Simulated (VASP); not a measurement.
OSZICAR of a VASP run on Dy (space group P6_3/mmc):

**OSZICAR**
```
       N       E                     dE             d eps       ncg     rms          rms(c)
DAV:   1     0.233875414992E+03    0.23388E+03   -0.10935E+04  5354   0.273E+03
DAV:   2     0.266083742624E+02   -0.20727E+03   -0.19302E+03  4940   0.293E+02
DAV:   3    -0.735207288380E+01   -0.33960E+02   -0.31937E+02  5495   0.109E+02
DAV:   4    -0.141367861249E+02   -0.67847E+01   -0.66534E+01  8116   0.414E+01
DAV:   5    -0.144829738636E+02   -0.34619E+00   -0.34463E+00  6656   0.113E+01    0.349E+01
DAV:   6    -0.386169444935E+02   -0.24134E+02   -0.13294E+02  4602   0.178E+02    0.180E+02
DAV:   7    -0.251812625448E+02    0.13436E+02   -0.75277E+00  5306   0.242E+01    0.136E+02
DAV:   8    -0.172428237654E+02    0.79384E+01   -0.59178E+01  4999   0.475E+01    0.452E+01
DAV:   9    -0.169825997570E+02    0.26022E+00   -0.34276E+00  7176   0.108E+01    0.781E+01
DAV:  10    -0.205843412411E+02   -0.36017E+01   -0.19330E+00  5736   0.233E+01    0.617E+01
DAV:  11    -0.183661641914E+02    0.22182E+01   -0.42683E-01  5746   0.151E+01    0.497E+01
DAV:  12    -0.159505152343E+02    0.24156E+01   -0.12996E+00  4976   0.215E+01    0.279E+01
DAV:  13    -0.155410500453E+02    0.40947E+00   -0.22870E+00  5958   0.175E+01    0.111E+01
DAV:  14    -0.157473418247E+02   -0.20629E+00   -0.27728E-01  6714   0.334E+00    0.118E+01
DAV:  15    -0.157700422930E+02   -0.22700E-01   -0.46200E-02  7474   0.112E+00    0.119E+01
DAV:  16    -0.158601707986E+02   -0.90129E-01   -0.17141E-02  7282   0.199E+00    0.116E+01
DAV:  17    -0.157079808170E+02    0.15219E+00   -0.49737E-01  5224   0.103E+01    0.116E+01
DAV:  18    -0.157347573041E+02   -0.26776E-01   -0.64490E-02  6633   0.265E+00    0.968E+00
DAV:  19    -0.157230993687E+02    0.11658E-01   -0.26593E-02  6148   0.189E+00    0.490E+00
DAV:  20    -0.157271605189E+02   -0.40612E-02   -0.54217E-03  7211   0.768E-01    0.302E+00
DAV:  21    -0.157258468736E+02    0.13136E-02   -0.32080E-03  6780   0.711E-01    0.138E+00
DAV:  22    -0.157265101423E+02   -0.66327E-03   -0.11154E-03  6321   0.691E-01    0.113E+00
DAV:  23    -0.157256769776E+02    0.83316E-03   -0.51561E-03  5554   0.143E+00    0.779E-01
DAV:  24    -0.157260394043E+02   -0.36243E-03   -0.90173E-04  7017   0.504E-01    0.730E-01
DAV:  25    -0.157256518481E+02    0.38756E-03   -0.18017E-04  6810   0.197E-01    0.667E-01
DAV:  26    -0.157258227854E+02   -0.17094E-03   -0.19921E-04  6476   0.269E-01    0.619E-01
DAV:  27    -0.157259472934E+02   -0.12451E-03   -0.20575E-04  6289   0.294E-01    0.325E-01
DAV:  28    -0.157263061807E+02   -0.35889E-03   -0.17295E-04  6657   0.237E-01    0.331E-01
DAV:  29    -0.157263474951E+02   -0.41314E-04   -0.62714E-05  6842   0.983E-02    0.163E-01
DAV:  30    -0.157263888166E+02   -0.41322E-04   -0.35361E-05  6816   0.577E-02    0.110E-01
DAV:  31    -0.157264195399E+02   -0.30723E-04   -0.19737E-05  5617   0.596E-02    0.162E-01
DAV:  32    -0.157264239260E+02   -0.43861E-05   -0.54797E-06  4940   0.294E-02    0.110E-01
DAV:  33    -0.157264303653E+02   -0.64393E-05   -0.66878E-06  4604   0.282E-02    0.736E-02
DAV:  34    -0.157264337941E+02   -0.34288E-05   -0.13171E-06  3538   0.103E-02    0.384E-02
DAV:  35    -0.157264350307E+02   -0.12365E-05   -0.64920E-07  2439   0.103E-02    0.268E-02
DAV:  36    -0.157264352411E+02   -0.21048E-06   -0.45643E-07  2341   0.867E-03
   1 F= -.15726435E+02 E0= -.15545384E+02  d E =-.362103E+00  mag=     9.5718
```

Task: Which electronic solver shows in the log?

Result: It is blocked Davidson (ALGO = Normal, or the opening steps of other solvers). The INCAR had ALGO = Normal.

Task: How was spin treated?

Result: Collinear spin (ISPIN = 2): the summary line carries one mag value, 9.57 μB in the cell.

Task: Can the final energy be trusted as converged?

Result: The run converged. It stopped with EDIFF = 1E-6, NELM = 100 (PBE GGA, plane waves, VASP's PBE PAW potentials (set 64)).

The structure comes from a measured Dy entry of the Crystallography Open Database, whose conditions weren't checked. The cell was not relaxed at this level, and its volume differs by -5.9 % from the start's.
